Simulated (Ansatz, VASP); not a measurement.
# Ga8Se5S3 (GaS0.37Se0.63, 2H beta-epsilon mixed): VASP beside Ansatz

One calculation is typed for both programs; each brings its own data sets. How far apart do they land? The cell is invented: As first built, before any earlier steps moved the atoms (in the runner's words): 2x2x1 conventional cells of the GaSe type (32 atoms: 6 S, 16 Ga, 10 Se); Se/S share their sites, the best of 600 random draws by like-pair counts in two shells; start lattice by linear mixing of the end members' cells; atoms moved at random by 0.02 A. It may not be a known or stable phase. The structure shown is the start of the Ansatz relaxation below; VASP solves that cell, so the two are compared at the walk's first step.

Program: Ansatz 0.2.0. Level of theory: plane waves, with VASP 6.6.1 beside it; single point at PBE with D3(BJ) and single point at LDA. Results are calculated unless marked as measured.

### 1. Starting point

The cell holds 32 atoms: 6 S, 16 Ga and 10 Se. Its edges and angles: a = 7.368 Å, b = 7.368 Å, c = 15.764 Å, α = 90.0°, β = 90.0°, γ = 120.0°. It derives from GaSe (GaSe type, space group 194), repeated 2×2×1. As first built, before any earlier steps moved the atoms (in the runner's words): 2x2x1 conventional cells of the GaSe type (32 atoms: 6 S, 16 Ga, 10 Se); Se/S share their sites, the best of 600 random draws by like-pair counts in two shells; start lattice by linear mixing of the end members' cells; atoms moved at random by 0.02 A.

### 2. Ansatz: relaxation, PBE with D3(BJ)

Ansatz runs on its default PAW (the set named soft_2) files.

The two programs are compared at the cell with which this relaxation starts, whose forces are those of its first step.

input.yaml

```yaml
crystal:
  lattice:
    - [7.36782, 0.0, 0.0]
    - [-3.68391, 6.38072, 0.0]
    - [0.0, 0.0, 15.76397]
  atoms:
    - { symbol: S, position: [0.16038, 0.33523, 0.59968] }
    - { symbol: S, position: [0.33034, 0.16885, 0.09994] }
    - { symbol: S, position: [0.33786, 0.15971, 0.39898] }
    - { symbol: S, position: [0.1662, 0.83213, 0.60083] }
    - { symbol: S, position: [0.8365, 0.16817, 0.10008] }
    - { symbol: S, position: [0.83174, 0.66724, 0.10114] }
    - { symbol: Ga, position: [0.16371, 0.32676, 0.17914] }
    - { symbol: Ga, position: [0.33338, 0.16944, 0.67637] }
    - { symbol: Ga, position: [0.1691, 0.33232, 0.3249] }
    - { symbol: Ga, position: [0.33589, 0.16466, 0.8193] }
    - { symbol: Ga, position: [0.16608, 0.83025, 0.17825] }
    - { symbol: Ga, position: [0.33379, 0.66551, 0.6758] }
    - { symbol: Ga, position: [0.16668, 0.83795, 0.32423] }
    - { symbol: Ga, position: [0.33327, 0.6677, 0.82417] }
    - { symbol: Ga, position: [0.66335, 0.32768, 0.17912] }
    - { symbol: Ga, position: [0.83152, 0.16476, 0.67704] }
    - { symbol: Ga, position: [0.6624, 0.32995, 0.32329] }
    - { symbol: Ga, position: [0.83211, 0.16803, 0.82352] }
    - { symbol: Ga, position: [0.67167, 0.83253, 0.17713] }
    - { symbol: Ga, position: [0.83379, 0.67045, 0.67764] }
    - { symbol: Ga, position: [0.67074, 0.83931, 0.32339] }
    - { symbol: Ga, position: [0.83209, 0.66261, 0.82081] }
    - { symbol: Se, position: [0.16551, 0.33371, 0.89864] }
    - { symbol: Se, position: [0.33201, 0.6691, 0.0993] }
    - { symbol: Se, position: [0.16463, 0.83233, 0.89864] }
    - { symbol: Se, position: [0.33801, 0.67122, 0.40135] }
    - { symbol: Se, position: [0.66785, 0.32722, 0.60118] }
    - { symbol: Se, position: [0.66857, 0.33774, 0.89921] }
    - { symbol: Se, position: [0.83847, 0.17235, 0.40083] }
    - { symbol: Se, position: [0.66695, 0.83297, 0.60073] }
    - { symbol: Se, position: [0.66455, 0.82985, 0.90086] }
    - { symbol: Se, position: [0.83873, 0.6681, 0.40145] }
kpoints:
  mp_grid: { grid: [3, 3, 1] }
hamiltonian:
  xc: pbe
  dispersion: d3bj
scf:
  occupations: { method: fixed }
output:
  forces: true
  stress: true
relax:
  f_tol: 0.02
  max_steps: 45
  cell: { stress_tol: 0.1 }
```

Run with:

```bash
$ ansatz run input.yaml --threads 4 --pin off --max-ram 15360MiB --backend cpu --events-out ev --progress --plain --runs-dir out
```

Numbers of over 12 decimals in the logs are rounded to 6 here.

What it wrote:

```text
The last accepted step is kept in <dir> (removed where the run ends without a failure and the disk answers)
Engine: ansatz 0.2.0, aarch64-unknown-linux-gnu
Pseudopotentials: kind: paw
Pseudopotential: S, paw, valence charge 6, recommended cutoff 420 eV (normal), S.paw.azcp
Pseudopotential: Ga, paw, valence charge 13, recommended cutoff 420 eV (normal), Ga.paw.azcp
Pseudopotential: Se, paw, valence charge 16, recommended cutoff 420 eV (normal), Se.paw.azcp
Functional definition: PBE
  parameter kappa = 0.804
  parameter beta = 0.066725
  exchange = pbe_x(kappa = kappa, mu = beta*pi^2/3)
  correlation = pbe_c(beta = beta)
Crystal: 32 atoms, lattice volume = 741.096 Å³
Basis set: ecut = 420 eV, 14525 PW (Γ), exchange–correlation on 100×100×216 points (8 copies of the dense FFT grid, shifted against one another)
Bands: 243, of which v1, the nominal top of the filled ones, is band 202 counted from 1 (201 counted from 0)
Symmetry: 1 space group operations
Space group: P1 (ITA 1), of the structure as read, at distance tolerance 9.0e-5 Å
k-points: 5 of 9 (time reversal used)
Non-local potential: S, projectors of the file, l = 0: 2, l = 1: 2, l = 2: 2
Non-local potential: Ga, projectors of the file, l = 0: 2, l = 1: 2, l = 2: 3, l = 3: 1
Non-local potential: Se, projectors of the file, l = 0: 2, l = 1: 2, l = 2: 3, l = 3: 1
PAW form: soft (Blöchl's): semilocal exchange-correlation on the pseudo side does not see the compensation charge
PAW one-centre angular grid: S, 110 points (default); XC on 64 Gauss nodes
PAW one-centre angular grid: Ga, 590 points (default); XC on 64 Gauss nodes
PAW one-centre angular grid: Se, 590 points (default); XC on 64 Gauss nodes
Initial density: superposition of atomic densities (neutral atoms: chi_scale 0, normalization atom), corrected by the library's trained network
Initial wavefunctions: pseudopotential atomic-orbital guess
Functional: x = pbe(κ = 0.804, μ = 0.219515), c = pbe(β = 0.066725)
SCF iter   1: F=—  HF=-120657.968945 eV  |F-HF|=—  |Δ(HF+E_count)|=         —  Δρ=1.59e-3  dr2=5.31e-2  ethr=1.77e-3  ⟨swp⟩=5.0  Hψ=4015  notcnv=0  defer=180
preconditioner: auto → Resta (q_TF=auto, 2.466 Å⁻¹)  ε∞=3.8  [insulator: Δε(μ)=1.348 eV  Ē_g=14.310 eV  n_scr=174 (ndim 8)  ℏωp=23.8 eV  f_vac=0.066  ε∞_Penn≈3.8]
SCF iter   2: F=—  HF=-120657.960467 eV  |F-HF|=—  |Δ(HF+E_count)|=   8.48e-3  Δρ=8.17e-4  dr2=7.34e-3  ethr=1.31e-5  ⟨swp⟩=2.0  Hψ=1454  notcnv=0  defer=195
SCF iter   3: F=—  HF=-120657.959900 eV  |F-HF|=—  |Δ(HF+E_count)|=   5.67e-4  Δρ=2.98e-4  dr2=1.23e-3  ethr=1.82e-6  ⟨swp⟩=2.0  Hψ=2067  notcnv=0  defer=195
SCF iter   4: F=—  HF=-120657.959776 eV  |F-HF|=—  |Δ(HF+E_count)|=   1.24e-4  Δρ=1.16e-4  dr2=1.54e-4  ethr=3.05e-7  ⟨swp⟩=2.0  Hψ=2066  notcnv=0  defer=195
SCF iter   5: F=—  HF=-120657.959785 eV  |F-HF|=—  |Δ(HF+E_count)|=   8.81e-6  Δρ=5.14e-5  dr2=2.49e-5  ethr=3.82e-8  ⟨swp⟩=2.0  Hψ=1807  notcnv=0  defer=173
SCF iter   6: F=—  HF=-120657.959884 eV  |F-HF|=—  |Δ(HF+E_count)|=   9.97e-5  Δρ=2.40e-5  dr2=5.72e-6  ethr=6.17e-9  ⟨swp⟩=2.0  Hψ=2150  notcnv=0  defer=171
SCF iter   7: F=—  HF=-120657.959885 eV  |F-HF|=—  |Δ(HF+E_count)|=   9.91e-7  Δρ=8.14e-6  dr2=6.49e-7  ethr=1.42e-9  ⟨swp⟩=2.0  Hψ=2055  notcnv=0  defer=171
SCF iter   8: F=—  HF=-120657.959886 eV  |F-HF|=—  |Δ(HF+E_count)|=   5.14e-7  Δρ=3.04e-6  dr2=2.23e-7  ethr=2.48e-11  ⟨swp⟩=4.0  Hψ=4265  notcnv=0
SCF iter   9: F=-120657.959886 eV  HF=-120657.959886 eV  |F-HF|=2.54e-8  |Δ(HF+E_count)|=   4.91e-8  Δρ=1.40e-6  dr2=4.75e-8  ethr=2.48e-11  ⟨swp⟩=4.0  Hψ=3819  notcnv=0
SCF 1 converged in 9 iterations: F = -120657.959886 eV  dr2 = 4.75e-8
  greatest PAW one-centre occupation: 1.000 electrons in one spin orbital (limit 2), on the Se atom at site 29 (counted from 0), in its partial waves of l = 2
relax step   1: F+E_penalty+E_count = -120657.95988598 eV  Δ(F+E_penalty+E_count) = +0.000e0 eV  max|allowed force component| = 2.989e0 eV/Å  Δτ_max = 0.0000 Å  P = +0.779 GPa  Ω = 741.096 Å³  (9 SCF iters, dr2 threshold 1.00e-7 eV, accepted)
[...]
relax step   5: F+E_penalty+E_count = -120659.49608345 eV  Δ(F+E_penalty+E_count) = -5.140e-3 eV  max|allowed force component| = 3.398e-2 eV/Å  Δτ_max = 0.0395 Å  P = -0.001 GPa  Ω = 756.755 Å³  energy of the carried Pulay correction = -2.873e-3 eV  (8 SCF iters, dr2 threshold 2.98e-7 eV, accepted)
[...]
relax step   6: F+E_penalty+E_count = -120659.49897512 eV  Δ(F+E_penalty+E_count) = -2.892e-3 eV  max|allowed force component| = 5.495e-3 eV/Å  Δτ_max = 0.0224 Å  P = -0.004 GPa  Ω = 754.903 Å³  energy of the carried Pulay correction = -2.536e-3 eV  (8 SCF iters, dr2 threshold 7.22e-8 eV, accepted)
[...]
relax step   7: F+E_penalty+E_count = -120659.50153639 eV  Δ(F+E_penalty+E_count) = -2.561e-3 eV  max|allowed force component| = 5.492e-3 eV/Å  Δτ_max = 0.0000 Å  P = -0.004 GPa  Ω = 754.903 Å³  stress off target by 8.74e-3 GPa  SCF on the basis re-selected at this cell (its energy is not comparable with the rows above)  (7 SCF iters)
basis re-selected at this cell: Δ(F+E_penalty+E_count) = -2.561e-3 eV, ΔP = -0.000 GPa vs the last step (what re-selecting the basis moved, of the pressure what is left beyond the Pulay correction that the steps carried, after the strain that the cell walked since its last selection, with what the two solves' SCF thresholds leave and, on support functions, any second-order correction that the steps lacked; it is no m [...]
SCF converged after 7 iterations
Free energy (F): -120659.501536 eV
Harris-Foulkes:  -120659.501536 eV  (|F-HF|=9.02e-10)
Internal energy: -120659.501536 eV  (E = F + TS)
E sigma→0 (E₀):  -120659.501536 eV
Fermi energy:    6.879838 eV
--- Per-component energies (eV) ---
  E_band       = -5180.337625
  E_kinetic    = 3672.872426
  E_local      = -64228.224119  (includes V_loc(G=0)·N_el)
  E_nonlocal   = 1010.846223
  E_hartree    = 30607.251231
  E_xc         = -2727.491553
  E_vxc        = -2430.033677  (∫ρ·V_xc dr)
  E_paw        = -54536.548950  (= ΣΔE_a)
  E_vpaw       = -4420.298859  (= ΣTr[D̂ρ^β])
  E_aug_tail   = -0.007606  (compensation charges beyond the density's cutoff)
  E_ewald      = -34449.186358
  E_disp       = -9.012830  (pairwise vdW)
  E_smearing   = -0.000000  (= −TS)
  E_closure    = -0.000000  (closes the sum)
  Σ components = -120659.501536   (vs F -120659.501536, Δ=0.00e0)
--- Forces (eV/Å), atoms counted from 1 ---
  atom   1  S      0.00044738    -0.00032686     0.00050265
  atom   2  S     -0.00329941    -0.00207301     0.00128898
  atom   3  S     -0.00044586    -0.00005285     0.00318474
  atom   4  S      0.00044906    -0.00006419     0.00047131
  atom   5  S      0.00300125    -0.00179816    -0.00129943
  atom   6  S     -0.00012601     0.00267106    -0.00143413
  atom   7  Ga    -0.00191389     0.00416362    -0.00072633
  atom   8  Ga     0.00061856     0.00049043     0.00497563
  atom   9  Ga    -0.00100328     0.00143550    -0.00416518
  atom  10  Ga     0.00028675     0.00032651     0.00174598
  atom  11  Ga     0.00216762    -0.00299061    -0.00099092
  atom  12  Ga    -0.00203692    -0.00138373     0.00184086
  atom  13  Ga     0.00084070    -0.00185593    -0.00450446
  atom  14  Ga    -0.00066939    -0.00062120    -0.00143124
  atom  15  Ga     0.00239919     0.00149096     0.00549193
  atom  16  Ga    -0.00027096     0.00201103     0.00195393
  atom  17  Ga     0.00126969     0.00074349    -0.00217701
  atom  18  Ga    -0.00019844     0.00089062    -0.00135024
  atom  19  Ga    -0.00270750    -0.00125572    -0.00108559
  atom  20  Ga     0.00157105    -0.00196560     0.00158191
  atom  21  Ga    -0.00014758    -0.00040400    -0.00032653
  atom  22  Ga     0.00074461    -0.00020107    -0.00097708
  atom  23  Se    -0.00128540     0.00138454     0.00022300
  atom  24  Se    -0.00002928    -0.00056968    -0.00410990
  atom  25  Se     0.00037586    -0.00075024     0.00040769
  atom  26  Se    -0.00016405     0.00027071    -0.00012162
  atom  27  Se    -0.00000005    -0.00084934    -0.00015307
  atom  28  Se     0.00033174     0.00070797    -0.00107726
  atom  29  Se    -0.00004826    -0.00034426    -0.00125337
  atom  30  Se     0.00073986    -0.00004732     0.00302246
  atom  31  Se    -0.00036271     0.00000316     0.00123017
  atom  32  Se    -0.00053387     0.00096434    -0.00075323
  max |Σ_I F_I| component: 1.54e-5 eV/Å
--- Stress (GPa, compression-positive) ---
       -0.008576       0.000258      -0.000460
        0.000258      -0.007953       0.001476
       -0.000460       0.001476       0.004865
  P = ⅓ Tr σ = -0.0039 GPa (-0.039 kbar)
--- Relaxed structure (6 steps of the walk, 6 accepted, 1 SCFs on fresh bases) ---
  F+E_penalty+E_count = -120659.50153639 eV   max|allowed force component| = 5.492e-3 eV/Å   (the final SCF, on the basis selected at the relaxed cell)
  cell:  # Å, volume = 754.9026 Å³
    - [7.406487, -0.000368522, -0.010404]
    - [-3.703563, 6.414753, 0.000566704]
    - [-0.022259, -0.011451, 15.889573]
  atoms:
    - { symbol: S, position: [0.163603, 0.331780, 0.606105] }
    - { symbol: S, position: [0.334476, 0.166952, 0.105406] }
    - { symbol: S, position: [0.337235, 0.168245, 0.392097] }
    - { symbol: S, position: [0.163598, 0.831625, 0.606097] }
    - { symbol: S, position: [0.834869, 0.167222, 0.106423] }
    - { symbol: S, position: [0.834889, 0.667115, 0.106434] }
    - { symbol: Ga, position: [0.166652, 0.328708, 0.171940] }
    - { symbol: Ga, position: [0.326385, 0.163063, 0.671803] }
    - { symbol: Ga, position: [0.171611, 0.331103, 0.325832] }
    - { symbol: Ga, position: [0.331230, 0.165361, 0.825675] }
    - { symbol: Ga, position: [0.166668, 0.837325, 0.171956] }
    - { symbol: Ga, position: [0.326224, 0.662996, 0.672187] }
    - { symbol: Ga, position: [0.171619, 0.839805, 0.325846] }
    - { symbol: Ga, position: [0.330605, 0.665075, 0.826027] }
    - { symbol: Ga, position: [0.667481, 0.333441, 0.171575] }
    - { symbol: Ga, position: [0.835710, 0.168394, 0.672401] }
    - { symbol: Ga, position: [0.665169, 0.332223, 0.325756] }
    - { symbol: Ga, position: [0.832762, 0.166806, 0.825977] }
    - { symbol: Ga, position: [0.673083, 0.836245, 0.171840] }
    - { symbol: Ga, position: [0.835720, 0.667110, 0.672403] }
    - { symbol: Ga, position: [0.670323, 0.834824, 0.325485] }
    - { symbol: Ga, position: [0.832727, 0.665456, 0.825975] }
    - { symbol: Se, position: [0.165988, 0.332239, 0.902197] }
    - { symbol: Se, position: [0.334192, 0.666823, 0.097183] }
    - { symbol: Se, position: [0.165949, 0.833185, 0.902198] }
    - { symbol: Se, position: [0.336496, 0.667859, 0.400688] }
    - { symbol: Se, position: [0.663344, 0.331595, 0.596463] }
    - { symbol: Se, position: [0.665199, 0.332325, 0.901810] }
    - { symbol: Se, position: [0.837008, 0.168178, 0.401411] }
    - { symbol: Se, position: [0.664052, 0.831942, 0.597304] }
    - { symbol: Se, position: [0.666014, 0.832747, 0.901047] }
    - { symbol: Se, position: [0.836990, 0.668064, 0.401400] }
```

### 3. VASP: single point, PBE with D3(BJ), start cell

The same cell, functional and mesh now go to VASP, with its own data sets.

Lines of VASP's logs that name or quote its potential files are left out, and so is its time.

INCAR

```
SYSTEM = Ga8Se5S3
PREC = Accurate
ENCUT = 400
EDIFF = 1E-06
NELM = 120
ISMEAR = 0
SIGMA = 0.01
LREAL = Auto
ALGO = Normal
GGA = PE
IVDW = 12
NBANDS = 176
LORBIT = 11
LWAVE = .FALSE.
LCHARG = .FALSE.
ISIF = 2
LASPH = .TRUE.
GGA_COMPAT = .FALSE.
EFERMI = MIDGAP
KPAR = 4
```

POSCAR

```
Ga8Se5S3
1.0
    7.3678200000      0.0000000000      0.0000000000
   -3.6839100000      6.3807200000      0.0000000000
    0.0000000000      0.0000000000     15.7639700000
S Ga Se
6 16 10
Direct
    0.1603801516      0.3352286262      0.5996776193
    0.3303469833      0.1688524179      0.0999430981
    0.3378580902      0.1597155180      0.3989794449
    0.1661955162      0.8321317970      0.6008321508
    0.8365020820      0.1681628406      0.1000826568
    0.8317478573      0.6672444489      0.1011420347
    0.1637085566      0.3267656315      0.1791426906
    0.3333785715      0.1694322898      0.6763714978
    0.1691020376      0.3323135947      0.3248991212
    0.3358882445      0.1646522649      0.8192986919
    0.1660831082      0.8302511315      0.1782482458
    0.3337839294      0.6655048333      0.6758005756
    0.1666732278      0.8379461879      0.3242330454
    0.3332658525      0.6676989431      0.8241705611
    0.6633473414      0.3276746198      0.1791173163
    0.8315170933      0.1647619704      0.6770375737
    0.6623934063      0.3299470906      0.3232878520
    0.8321097543      0.1680374629      0.8235171724
    0.6716697780      0.8325236024      0.1771317758
    0.8337885802      0.6704572525      0.6776402137
    0.6707331732      0.8393096704      0.3233893493
    0.8320885868      0.6626054740      0.8208084639
    0.1655105298      0.3337084216      0.8986378431
    0.3320088208      0.6690937700      0.0993023965
    0.1646279637      0.8323355358      0.8986378431
    0.3380149343      0.6712251909      0.4013519437
    0.6678569092      0.3272201256      0.6011810477
    0.6685681371      0.3377361802      0.8992087653
    0.8384721696      0.1723473213      0.4008317702
    0.6669487860      0.8329624243      0.6007306535
    0.6645479036      0.8298436540      0.9008580960
    0.8387343779      0.6681064206      0.4014470974
```

KPOINTS

```
Automatic mesh
0
Gamma
3 3 1
0 0 0
```

PAW data sets: S, Ga_d and Se (PBE family, release 64).

Run with:

```bash
$ mpirun -np 4 vasp_std
```

What it wrote:

```text
[banner, memory and clock lines left out]
running    4 mpi-ranks, on    1 nodes
[...]
LDA part: xc-table for (Slater+PW92), standard interpolation
 POSCAR, INCAR and KPOINTS ok, starting setup
[...]
entering main loop
       N       E                     dE             d eps       ncg     rms          rms(c)
DAV:   1     0.378312168695E+04    0.37831E+04   -0.10587E+05  1784   0.213E+03
DAV:   2     0.766789342239E+03   -0.30163E+04   -0.29366E+04  1864   0.630E+02
DAV:   3    -0.203791345913E+02   -0.78717E+03   -0.73849E+03  2168   0.217E+02
DAV:   4    -0.120488066129E+03   -0.10011E+03   -0.98103E+02  2216   0.750E+01
[...]
DAV:  15    -0.123366963938E+03   -0.93823E-04   -0.10178E-03  3096   0.122E-01    0.408E-02
DAV:  16    -0.123366976545E+03   -0.12607E-04   -0.12521E-04  2080   0.500E-02    0.391E-02
DAV:  17    -0.123366975569E+03    0.97564E-06   -0.67891E-06  1600   0.713E-02
   1 F= -.13257172E+03 E0= -.13257172E+03  d E =0.000000E+00
```

From OUTCAR (step 3):

```text
 Edisp (eV)   -9.20474

  Total      -2.72030    -3.62679    15.71546     0.20035    -0.12221    -1.17486
  in kB      -5.88103    -7.84076    33.97532     0.43314    -0.26421    -2.53994
  external pressure =        6.75 kB  Pullay stress =        0.00 kB

 POSITION                                       TOTAL-FORCE (eV/Angst)
 -----------------------------------------------------------------------------------
     -0.05330      2.13900      9.45330         0.356566     -0.131334      1.116493
      1.81190      1.07740      1.57550         0.204503     -0.122083      1.310941
      1.90090      1.01910      6.28950        -0.307089      0.379639     -0.830143
     -1.84100      5.30960      9.47150        -0.115823      0.125685      1.102127
      5.54370      1.07300      1.57770        -0.134929     -0.022777      1.325973
      3.67010      4.25750      1.59440         0.165452     -0.183751      1.227663
      0.00240      2.08500      2.82400         0.058341     -0.238669     -2.310802
      1.83210      1.08110     10.66230        -0.573642     -0.363005     -2.598861
      0.02170      2.12040      5.12170         0.571608     -0.061321      1.621190
      1.86820      1.05060     12.91540        -0.256705      0.073117      2.087226
     -1.83490      5.29760      2.80990        -0.557768      0.438670     -2.085254
      0.00760      4.24640     10.65330        -0.676592     -0.292870     -1.341704
     -1.85890      5.34670      5.11120         0.205152      0.289337      1.351513
     -0.00430      4.26040     12.99220         0.029055     -0.077305      0.642407
[...]
-----------------------------------------------------------------------------------
    total drift:                               -0.006355     -0.003611      0.011596

  FREE ENERGIE OF THE ION-ELECTRON SYSTEM (eV)
  ---------------------------------------------------
  free  energy   TOTEN  =      -132.5717188918 eV

  energy  without entropy=     -132.5717188918  energy(sigma->0) =     -132.57171889

[... 3 further parts left out ...]
[key lines of the parts left out:]
E-fermi :   4.1551
```

The run ends at a pressure of 0.68 GPa, with forces up to 3.0 eV/Å.

[end of part 1 of 2]

[Lines on the potential files, build, host, timing and source positions are cut from VASP's logs without a mark.]

[Logs are printed without paths, hosts, clocks, repeated set-up lines and the standing remarks that a program may print on its own settings, such as how far it seeks lower states.]

[Hosts, paths, dates, database ids (printed as entryN), source tags and the programs' standing remarks are cut or masked in the printed files.]
